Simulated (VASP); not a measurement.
Runs of VASP 6.6.1 on Hf. The structure is hexagonal, space group P6_3/mmc (No. 194). Conventional cell: a = 3.197 Å, b = 3.197 Å, c = 5.058 Å, α = 90.00°, β = 90.00°, γ = 120.00°. Around Hf (site symmetry -6m2) lie 12 Hf at 3.13 to 3.20 Å. 

```tsv
level	potentials or basis	gap on the mesh (eV)	pressure (GPa)	relaxed volume (Å³/atom)
PBEsol	VASP PAW PBE potentials, release 64 (Hf_pv)	none	-0.1	21.53
PBE+D3(BJ)	VASP PAW PBE potentials, release 64 (Hf_pv)	none	0.0	(a)
PBE	VASP PAW PBE potentials, release 64 (Hf_pv)	none	0.0	22.43
LDA	VASP PAW LDA potentials, release 64 (Hf_pv)	none	0.0	(b)
r2SCAN	VASP PAW PBE potentials, release 64 (Hf_pv)	none	0.0	22.23
```

Alike in all rows: task relaxation of cell and atoms; no spin polarisation; cell relaxed; k mesh 15 × 15 × 7; cutoff (eV) 600; smearing methfessel-paxton 0.1 eV.

Task: Fill in the values left out.

Result: (a) 21.75; (b) 20.83.

Caveats: the PAW data sets were made with another functional, which shifts forces and pressure a little (some runs); pairwise dispersion overbinds metals, which lowers pressure and volume (some runs).

A k mesh can miss the band edges, and the runs leave out spin-orbit coupling on Hf.

A gap of «none» marks a metal or a gap under the smearing width.

Not every run made on this cell is shown here.
